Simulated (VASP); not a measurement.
Input:

```
Ir
1.0
    0.00000     1.92616     1.92616
    1.92616     0.00000     1.92616
    1.92616     1.92616     0.00000
Ir
1
Direct
  0.00000   0.00000   0.00000
```

These are r2SCAN meta-GGA, VASP's PBE PAW potentials (set 64) (plane waves; VASP) values and carry that method's errors. Numerical set-up: 480 eV cut-off, 16×16×16 Γ-centred mesh, first-order Methfessel-Paxton smearing of 0.10 eV, potentials Ir.

Each row applies one change to this cell, which was relaxed at other settings and keeps the small stress of the first row; at a fixed cut-off the stress holds a Pulay part, so it need not integrate to ΔE exactly. Stress is in GPa, positive when the cell is compressed.

```csv
change,ΔE (meV/atom),σxx,σyy,σzz,"largest shear component, with its sign (GPa)",largest force (eV/Å)
none,0.0,0.27,0.27,0.27,0.00,0.000
isotropic strain of -2.0 %,___,___,___,___,___,___
uniaxial strain of +1.5 % along z,5.6,-3.37,-3.37,-8.65,0.00,0.000
isotropic strain of -0.5 %,___,___,___,___,___,___
biaxial strain of -1.5 % in the xy plane,19.5,14.70,14.70,8.68,0.00,0.000
uniaxial strain of -0.5 % along x,0.9,3.46,1.57,1.57,0.00,0.000
isotropic strain of -1.0 %,16.8,12.59,12.59,12.59,0.00,0.000
```

Task: Some entries are withheld; supply them.

Result: 
- isotropic strain of -0.5 %, ΔE (meV/atom): 4.4
- isotropic strain of -0.5 %, σxx: 6.17
- isotropic strain of -0.5 %, σyy: 6.17
- isotropic strain of -0.5 %, σzz: 6.17
- isotropic strain of -0.5 %, largest shear component, with its sign (GPa): 0.00
- isotropic strain of -0.5 %, largest force (eV/Å): 0.000
- isotropic strain of -2.0 %, ΔE (meV/atom): 68.0
- isotropic strain of -2.0 %, σxx: 27.07
- isotropic strain of -2.0 %, σyy: 27.07
- isotropic strain of -2.0 %, σzz: 27.07
- isotropic strain of -2.0 %, largest shear component, with its sign (GPa): 0.00
- isotropic strain of -2.0 %, largest force (eV/Å): 0.000

Failed runs are left out, and for metals the shear rows, which the mesh's noise covers.

The compound is Ir in the fcc structure.
